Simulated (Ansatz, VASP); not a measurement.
Li3ClO in VASP and in Ansatz

```
Li Cl O
1.0
     3.90834    0.00000    0.00000
     0.00000    3.90834    0.00000
     0.00000    0.00000    3.90834
Li Cl O
3 1 1
Direct
  0.00000 0.50000 0.50000
  0.50000 0.00000 0.50000
  0.50000 0.50000 0.00000
  0.00000 0.00000 0.00000
  0.50000 0.50000 0.50000
```

The cell comes from a database or a generator and needn't be the stable form of this composition.

Alike in both runs: task single point; functional LDA; k mesh 6 × 6 × 6; occupations gaussian, width 0.1 eV; no spin polarisation.

|  | VASP | Ansatz |
| --- | --- | --- |
| version | VASP 6.6.1 | Ansatz 0.2.0 |
| potentials or method | VASP PAW LDA potentials, release 64 (Li_sv, Cl, O) | scalar-relativistic, plane waves, PAW |
| plane-wave cutoff (eV) | 520 | 420 |
| valence electrons in the cell | 22 | 22 |

VASP gave:

* gap on the k mesh at the Fermi level (eV): 4.59
* least direct gap on the mesh (eV): 4.61

**Question.** Which values does Ansatz return?

**Answer.** gap on the k mesh at the Fermi level (eV): 4.57; least direct gap on the mesh (eV): 4.61.

 LDA gaps usually lie below the measured ones, often by a third to a half. A k mesh can miss the band edges.
